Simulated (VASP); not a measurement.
# Li4GeN2 (R-3m) in VASP: density of states with PBE

Aim: the density of states of Li4GeN2 with PBE.

All numbers are computed with VASP 6.6.1; they aren't measurements. Logs are shortened: lines on timing, memory, paths and dates and some standing lists are left out, and cuts for length are marked.

## (1) Starting point

The structure is trigonal, space group R-3m (No. 166). Conventional cell: a = 3.564 Å, b = 3.564 Å, c = 19.569 Å, α = 90.00°, β = 90.00°, γ = 120.00°. Li (site symmetry 3m) is surrounded by 4 N at 2.04 to 2.17 Å and 3 Li at 2.31 Å. Li (site symmetry 3m) is surrounded by 3 N at 2.09 Å and 3 Li at 2.31 Å. Around Ge (site symmetry -3m) lie 2 N at 1.90 Å. N (site symmetry 3m) has 1 Ge at 1.90 Å and 7 Li at 2.04 to 2.17 Å as nearest neighbours.

The cell was built by a generator and needn't be a form met in nature.

## (2) Density of states, PBE

The input, POSCAR:

```
Li4GeN2                                 
1.0
    1.7820957622      1.0288934712      6.5231488590
   -1.7820957622      1.0288934712      6.5231488590
   -0.0000000000     -2.0577869423      6.5231488590
  Li              Ge              N             
     4     1     2
Direct
     0.2013132877287505    0.2013132877287505    0.2013132877287505
     0.7986867122712495    0.7986867122712495    0.7986867122712495
     0.4115551683355690    0.4115551683355690    0.4115551683355690
     0.5884448316644310    0.5884448316644310    0.5884448316644310
     0.0000000000000000    0.0000000000000000    0.0000000000000000
     0.9027440525723599    0.9027440525723599    0.9027440525723599
     0.0972559474276401    0.0972559474276401    0.0972559474276401
```

The input, INCAR.step1:

```
PREC = Accurate
ENCUT = 520
EDIFF = 1E-6
ISMEAR = 0
SIGMA = 0.1
LREAL = False
LASPH = True
NELM = 60
ALGO = Normal
ISIF = 2
LWAVE = False
LCHARG = True
GGA = PE
NBANDS = 27
KPAR = 4
```

The input, KPOINTS.step1:

```
regular mesh
0
Gamma
  10 10 10
```

The input, INCAR.step2:

```
PREC = Accurate
ENCUT = 520
EDIFF = 1E-6
ISMEAR = -5
SIGMA = 0.1
LREAL = False
LASPH = True
NELM = 60
ALGO = Normal
ISIF = 2
LWAVE = False
LCHARG = False
GGA = PE
LORBIT = 10
NBANDS = 27
KPAR = 4
NEDOS = 1001
ICHARG = 11
```

The input, KPOINTS.step2:

```
regular mesh
0
Gamma
  15 15 15
```

Potentials or basis: VASP PAW PBE potentials, release 64 (Li_sv, Ge_d, N).

The run is started by

```sh
$ cat potpaw_PBE.64/Li_sv/POTCAR potpaw_PBE.64/Ge_d/POTCAR potpaw_PBE.64/N/POTCAR > POTCAR
$ cp INCAR.step1 INCAR
$ cp KPOINTS.step1 KPOINTS
$ mpirun -np 4 vasp_std > vasp.out
$ cp INCAR.step2 INCAR
$ cp KPOINTS.step2 KPOINTS
$ mpirun -np 4 vasp_std > vasp.out
```

OUTCAR:

```text
PREC = Accurate
   ENCUT = 520
   EDIFF = 1E-6
   ISMEAR = -5
   LREAL = False
   LASPH = True
   NELM = 60
   ISIF = 2
   GGA = PE
   LORBIT = 10
   ICHARG = 11

 ion  position               nearest neighbor table
   1  0.201  0.201  0.201-   7 2.04   6 2.17   6 2.17   6 2.17   4 2.31   4 2.31   4 2.31   2 2.46
                             2 2.46   2 2.46
   2  0.799  0.799  0.799-   6 2.04   7 2.17   7 2.17   7 2.17   3 2.31   3 2.31   3 2.31   1 2.46
                             1 2.46   1 2.46
   3  0.412  0.412  0.412-   7 2.09   7 2.09   7 2.09   2 2.31   2 2.31   2 2.31   5 2.56   5 2.56
                             5 2.56
   4  0.588  0.588  0.588-   6 2.09   6 2.09   6 2.09   1 2.31   1 2.31   1 2.31   5 2.56   5 2.56
                             5 2.56
   5  0.000  0.000  0.000-   6 1.90   7 1.90   4 2.56   4 2.56   3 2.56   3 2.56   4 2.56   3 2.56

   6  0.903  0.903  0.903-   5 1.90   2 2.04   4 2.09   4 2.09   4 2.09   1 2.17   1 2.17   1 2.17

   7  0.097  0.097  0.097-   5 1.90   1 2.04   3 2.09   3 2.09   3 2.09   2 2.17   2 2.17   2 2.17

  LATTYP: Found a trigonal (rhomboedric) cell.
 ALAT       =     6.8400261781
 COS(alpha) =     0.8642385259

  Lattice vectors:

 A1 = (   1.7820957622,   1.0288934712,   6.5231488590)
 A2 = (  -1.7820957622,   1.0288934712,   6.5231488590)
 A3 = (   0.0000000000,  -2.0577869423,   6.5231488590)

Analysis of symmetry for initial positions (statically):
=====================================================================
 Subroutine PRICEL returns:
 Original cell was already a primitive cell.

 Routine SETGRP: Setting up the symmetry group for a
 trigonal (rhombohedral) supercell.

 Subroutine GETGRP returns: Found 12 space group operations
 (whereof 12 operations were pure point group operations)
 out of a pool of 12 trial point group operations.

The static configuration has the point symmetry D_3d.

Analysis of symmetry for dynamics (positions and initial velocities):
=====================================================================
 Subroutine PRICEL returns:
 Original cell was already a primitive cell.

 Routine SETGRP: Setting up the symmetry group for a
 trigonal (rhombohedral) supercell.

 Subroutine GETGRP returns: Found 12 space group operations
 (whereof 12 operations were pure point group operations)
 out of a pool of 12 trial point group operations.

The dynamic configuration has the point symmetry D_3d.

 Subroutine INISYM returns: Found 12 space group operations
 (whereof 12 operations are pure point group operations),
 and found     1 'primitive' translations

----------------------------------------------------------------------------------------

                                     Primitive cell

  volume of cell :      71.7646

  direct lattice vectors                    reciprocal lattice vectors
     1.782095762  1.028893471  6.523148859     0.280568537  0.161986320  0.051100065
    -1.782095762  1.028893471  6.523148859    -0.280568537  0.161986320  0.051100065
     0.000000000 -2.057786942  6.523148859     0.000000000 -0.323972639  0.051100065

  length of vectors
     6.840026178  6.840026178  6.840026180     0.327977878  0.327977878  0.327977877

  position of ions in fractional coordinates (direct lattice)
     0.201313288  0.201313288  0.201313288
     0.798686712  0.798686712  0.798686712
     0.411555168  0.411555168  0.411555168
     0.588444832  0.588444832  0.588444832
     0.000000000  0.000000000  0.000000000
     0.902744053  0.902744053  0.902744053
     0.097255947  0.097255947  0.097255947

  ion indices of the primitive-cell ions
   primitive index   ion index
                 1           1
                 2           2
                 3           3
                 4           4
                 5           5
                 6           6
                 7           7

----------------------------------------------------------------------------------------

 KPOINTS: regular mesh

Automatic generation of k-mesh.
 Grid dimensions read from file:
 generate k-points for:   15   15   15

 Generating k-lattice:

  Cartesian coordinates                     Fractional coordinates (reciprocal lattice)
     0.018704569  0.010799088  0.003406671     0.066666667  0.000000000  0.000000000
    -0.018704569  0.010799088  0.003406671     0.000000000  0.066666667  0.000000000
     0.000000000 -0.021598176  0.003406671     0.000000000  0.000000000  0.066666667

  Length of vectors
     0.021865192  0.021865192  0.021865192

  Shift w.r.t. Gamma in fractional coordinates (k-lattice)
     0.000000000  0.000000000  0.000000000

 TETIRR: Found   1695 inequivalent tetrahedra from    20250

 Subroutine IBZKPT returns following result:
 ===========================================

 Found    344 irreducible k-points:

 Following reciprocal coordinates:
            Coordinates               Weight
  0.000000  0.000000  0.000000      1.000000
  0.066667  0.000000 -0.000000      6.000000
  0.133333 -0.000000 -0.000000      6.000000
  0.200000  0.000000 -0.000000      6.000000
  0.266667 -0.000000 -0.000000      6.000000
  0.333333 -0.000000  0.000000      6.000000
[... 16 lines left out ...]
  0.133333  0.133333 -0.000000      6.000000
  0.200000  0.133333 -0.000000     12.000000
 [... further k-points ...]
   k-points           NKPTS =    344   k-points in BZ     NKDIM =    344   number of bands    NBANDS=     27
   number of dos      NEDOS =   1001   number of ions     NIONS =      7
   total plane-waves  NPLWV = 157464
   dimension x,y,z NGX =    54 NGY =   54 NGZ =   54
   dimension x,y,z NGXF=   108 NGYF=  108 NGZF=  108
   ions per type =               4   1   2
   NGX,Y,Z   is equivalent  to a cutoff of  13.12, 13.12, 13.12 a.u.
   NGXF,Y,Z  is equivalent  to a cutoff of  26.25, 26.25, 26.25 a.u.
 SYSTEM =  unknown system
   PREC   = accura    normal or accurate (medium, high low for compatibility)
   ISTART =      0    job   : 0-new  1-cont  2-samecut
   ICHARG =     11    charge: 1-file 2-atom 10-const
   ISPIN  =      1    spin polarized calculation?
   LNONCOLLINEAR =      F non collinear calculations
   LSORBIT =      F    spin-orbit coupling
   LASPH  =      T    aspherical Exc in radial PAW
   ENCUT  =  520.0 eV  38.22 Ry    6.18 a.u.  12.72 12.72 12.72*2*pi/ulx,y,z
   NELM   =     60;   NELMIN=  2; NELMDL=  0     # of ELM steps
   EDIFF  = 0.1E-05   stopping-criterion for ELM
   LREAL  =      F    real-space projection
   EDIFFG = 0.1E-04   stopping-criterion for IOM
   NSW    =      0    number of steps for IOM
   IBRION =     -1    ionic relax: 0-MD 1-quasi-New 2-CG
   NFREE  =      0    steps in history (QN), initial steepest desc. (CG)
   ISIF   =      2    stress and relaxation
   ISYM   =      2    0-nonsym 1-usesym 2-fastsym
   POTIM  = 0.5000    time-step for ionic-motion
   TEBEG  =    0.0;   TEEND  =   0.0 temperature during run
   PSTRESS=    0.0 pullay stress
   NELECT =      36.0000    total number of electrons
   NUPDOWN=      -1.0000    fix difference up-down
   EMIN   =  10.00;   EMAX   =-10.00  energy-range for DOS
   EFERMI =   0.00;   METHOD = LEGACY
   ISMEAR =    -5;   SIGMA  =   0.10  broadening in eV -4-tet -1-fermi 0-gaus
   EFERMI_NEDOS =   21; number of points for ismear=-14 and -15
   IALGO  =     38    algorithm
   IMIX   =      4    mixing-type and parameters
     AMIX     =   0.40;   BMIX     =  1.00
     AMIX_MAG =   1.60;   BMIX_MAG =  1.00
  volume/ion in A,a.u.               =      10.25        69.18
  Fermi-wavevector in a.u.,A,eV,Ry     =   1.300785  2.458128 23.021640  1.692043
  Thomas-Fermi vector in A             =   2.431962
   LORBIT       =     10    0 simple, 1 ext, 2 COOP (PROOUT), +10 PAW based schemes
   GGA     = PE    functional components
   LHFCALC =     F    Hartree Fock is set to
   AEXX    =    0.0000 exact exchange contribution
   IVDW    =     0    specifies the selected vdW correction
   LEPSILON=     F    determine dielectric tensor
   LRPA    =     F    only Hartree local field effects (RPA)
 non-spin polarized calculation
 Fermi weights with tetrahedron method with Bloechl corrections
  energy-cutoff  :      520.00
  volume of cell :       71.76
 maximum number of plane-waves:      1987
 NGX is ok and might be reduce to    54

 number of electron      36.0000007 magnetization

 Free energy of the ion-electron system (eV)
  ---------------------------------------------------
  ext. energy  EPLUGINS =         0.00000000
  ---------------------------------------------------
  free energy    TOTEN  =       -30.84650556 eV

  energy without entropy =      -30.84650556  energy(sigma->0) =      -30.84650556

 E-fermi :   4.3936     XC(G=0): -10.0726

 val. band max:        4.3946973842   @ k =   0.4667   0.4667   0.4667
 cond. band min:       4.3822956363   @ k =  -0.2667   0.4667   0.1333
 fundamental gap:     -0.0124017480
 Fermi energy:         4.3936430801

 k-point     1 :       0.0000    0.0000    0.0000
  band No.  band energies     occupation
      1     -41.0504      2.00000
      2     -40.9926      2.00000
      3     -40.8753      2.00000
      4     -40.8394      2.00000
      5     -20.5926      2.00000
      6     -20.5926      2.00000
[... 19 lines left out ...]
     26      11.9499      0.00000
     27      11.9501      0.00000

 k-point     2 :       0.0667    0.0000   -0.0000
  band No.  band energies     occupation
      1     -41.0482      2.00000
      2     -40.9913      2.00000
      3     -40.8764      2.00000
      4     -40.8412      2.00000
      5     -20.5927      2.00000
      6     -20.5919      2.00000
[... 19 lines left out ...]
     26      12.0681      0.00000
     27      12.1688      0.00000

 k-point     3 :       0.1333   -0.0000   -0.0000
  band No.  band energies     occupation
      1     -41.0415      2.00000
      2     -40.9878      2.00000
      3     -40.8795      2.00000
      4     -40.8466      2.00000
      5     -20.5928      2.00000
      6     -20.5898      2.00000
[... 19 lines left out ...]
     26      12.3993      0.00000
     27      12.7532      0.00000

 k-point     4 :       0.2000    0.0000   -0.0000
  band No.  band energies     occupation
      1     -41.0310      2.00000
      2     -40.9822      2.00000
      3     -40.8846      2.00000
      4     -40.8553      2.00000
      5     -20.5930      2.00000
      6     -20.5867      2.00000
[... 19 lines left out ...]
     26      12.9190      0.00000
     27      13.2010      0.00000
[... 516 lines left out ...]
      4     -40.8448      2.00000
      5     -20.5927      2.00000
      6     -20.5905      2.00000
[... 19 lines left out ...]
     26      12.3166      0.00000
     27      12.5702      0.00000

 k-point    23 :       0.1333    0.1333   -0.0000
  band No.  band energies     occupation
      1     -41.0415      2.00000
      2     -40.9878      2.00000
      3     -40.8795      2.00000
      4     -40.8466      2.00000
      5     -20.5928      2.00000
      6     -20.5898      2.00000
[... 19 lines left out ...]
     26      12.5130      0.00000
     27      12.7782      0.00000

 k-point    24 :       0.2000    0.1333   -0.0000
  band No.  band energies     occupation
      1     -41.0351      2.00000
      2     -40.9844      2.00000
      3     -40.8825      2.00000
      4     -40.8519      2.00000
      5     -20.5927      2.00000
      6     -20.5880      2.00000
[... 19 lines left out ...]
     26      12.8025      0.00000
     27      13.2176      0.00000

 [... further k-points ...]

------------------------ aborting loop because EDIFF is reached ----------------------------------------

  FORCE on cell =-STRESS in cart. coord.  units (eV):
  Direction    XX          YY          ZZ          XY          YZ          ZX
  --------------------------------------------------------------------------------------
  -------------------------------------------------------------------------------------
  Total        0.1031140      0.1031140     -0.0819827      0.0000000     -0.0000000      0.0000000
  in kB        2.3020685      2.3020685     -1.8303028      0.0000000     -0.0000000      0.0000000
  external PRESSURE =       0.9246114 kB  Pullay stress =       0.0000000 kB

 VOLUME and BASIS-vectors are now :
 -----------------------------------------------------------------------------
  energy-cutoff  :      520.00
  volume of cell :       71.76
      direct lattice vectors                 reciprocal lattice vectors
     1.782095762  1.028893471  6.523148859     0.280568537  0.161986320  0.051100065
    -1.782095762  1.028893471  6.523148859    -0.280568537  0.161986320  0.051100065
     0.000000000 -2.057786942  6.523148859     0.000000000 -0.323972639  0.051100065

 POSITION                                       TOTAL-FORCE (eV/Angst)
 -----------------------------------------------------------------------------------
      0.00000      0.00000      3.93959         0.000000     -0.000000     -0.003692
      0.00000      0.00000     15.62986         0.000000      0.000000      0.003692
      0.00000      0.00000      8.05391         0.000000      0.000000      0.007813
      0.00000      0.00000     11.51554         0.000000     -0.000000     -0.007813
      0.00000      0.00000      0.00000         0.000000     -0.000000      0.000000
      0.00000      0.00000     17.66620         0.000000      0.000000      0.015024
      0.00000      0.00000      1.90325         0.000000     -0.000000     -0.015024
 -----------------------------------------------------------------------------------
    total drift:                               -0.000000     -0.000000     -0.000000

  FREE ENERGIE OF THE ION-ELECTRON SYSTEM (eV)
  ---------------------------------------------------
  free  energy   TOTEN  =       -30.8465055603 eV

  energy  without entropy=      -30.8465055603  energy(sigma->0) =      -30.84650556

 total charge

# of ion       s       p       d       tot
------------------------------------------
    1        2.032   0.076   0.000   2.109
    2        2.032   0.076   0.000   2.109
    3        2.037   0.091   0.000   2.128
    4        2.037   0.091   0.000   2.128
    5        1.092   1.156  10.149  12.397
    6        1.245   2.409   0.000   3.655
    7        1.245   2.409   0.000   3.655
--------------------------------------------------
tot         11.721   6.309  10.149  28.179
```

Run time: 6.7 min. Hardware: 4 MPI ranks of AMD EPYC 9R45 (Zen 5), shared host; peak memory 0.79 GiB.

Results:

| Quantity | Value |
| --- | --- |
| Valence electrons inside the program's atomic spheres | Li 2.11, 2.13; Ge 12.40; N 3.65 |

States per cell in windows of 1 eV (zero at the Fermi level; states under -8 eV left out):
```
from (eV)  total  N6_p  N7_p  Ge5_p  Ge5_s  Ge5_d  Li3_p
     -8.0   1.48  0.09  0.09   0.01   0.56   0.00   0.00
     -7.0   0.12  0.01  0.01   0.00   0.05   0.00   0.00
     -6.0   0.09  0.01  0.01   0.01   0.00   0.00   0.00
     -5.0   2.48  0.38  0.38   0.37   0.01   0.01   0.01
     -4.0   3.63  0.68  0.68   0.32   0.02   0.03   0.02
     -3.0   3.31  0.75  0.75   0.11   0.00   0.05   0.03
     -2.0   0.74  0.16  0.16   0.03   0.00   0.01   0.01
     -1.0   1.81  0.30  0.30   0.16   0.02   0.07   0.02
      0.0   1.15  0.15  0.15   0.10   0.09   0.07   0.01
      1.0   1.12  0.13  0.13   0.17   0.10   0.05   0.01
      2.0   1.01  0.07  0.07   0.31   0.04   0.02   0.01
      3.0   0.84  0.05  0.05   0.23   0.01   0.01   0.01
      4.0   1.74  0.15  0.15   0.12   0.01   0.03   0.03
      5.0   1.42  0.07  0.07   0.05   0.05   0.05   0.03
      6.0   2.17  0.07  0.07   0.07   0.08   0.07   0.08
      7.0   2.17  0.08  0.08   0.11   0.02   0.10   0.12
```

Caveat: the cutoff is under 1.25 times the usual one of these potentials, so pressure, stress and relaxed cells hold a basis-set (Pulay) error; tetrahedron occupations give inexact forces and stress in metals.
